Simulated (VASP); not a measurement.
**ZrB4C: single point with PBE+D2**

Crystal: ZrB4C.

```
Zr B C
1.0
     0.00000    2.98166    2.98166
     2.98166    0.00000    2.98166
     2.98166    2.98166    0.00000
Zr B C
1 4 1
Cartesian
  1.4908 1.4908 1.4908
  2.1441 3.8191 2.1441
  3.8191 2.1441 2.1441
  2.1441 2.1441 3.8191
  3.8191 3.8191 3.8191
  0.0000 0.0000 0.0000
```

The cell was built by a generator and needn't be a form met in nature.

| Quantity | Value |
| --- | --- |
| Program | VASP 6.6.1 |
| Task | single point |
| Functional | PBE |
| Dispersion | D2 |
| Potentials or basis | VASP PAW PBE potentials, release 64 (Zr_sv, B_h, C_h) |
| Cutoff | 900 eV |
| k mesh | 8 × 8 × 8 |
| Occupations | gaussian, width 0.1 eV |
| Spin | collinear spin, random start |
| Starting moments | [-0.23, 0.0, 0.0, 0.0, 0.0, 0.0] μB |
| Fixed moment | 1 μB |

```json
{
 "Pressure": "-6.5 GPa",
 "Largest force": "0.014 eV/Å",
 "Net moment": "1.00 μB per cell",
 "Site moments": "Zr +0.24; B +0.02; C +0.12 μB",
 "Valence electrons inside the program's atomic spheres": "Zr 10.07; B 0.54; C 1.25",
 "Dispersion energy per atom": "-0.281 eV"
}
```

Forces on the atoms (eV/Å):
```
Zr   0.000  0.000  0.000
B   -0.008  0.008 -0.008
B    0.008 -0.008 -0.008
B   -0.008 -0.008  0.008
B    0.008  0.008  0.008
C    0.000  0.000  0.000
```

It took 42 min on 1 thread of Intel(R) Xeon(R) Platinum 8375C CPU @ 2.90GHz (Ice Lake), with other jobs on the host, peak memory 0.54 GiB.

Caveat: the cutoff is under 1.25 times the usual one of these potentials, so pressure, stress and relaxed cells hold a basis-set (Pulay) error; the total moment is fixed, so each spin has its own Fermi level.
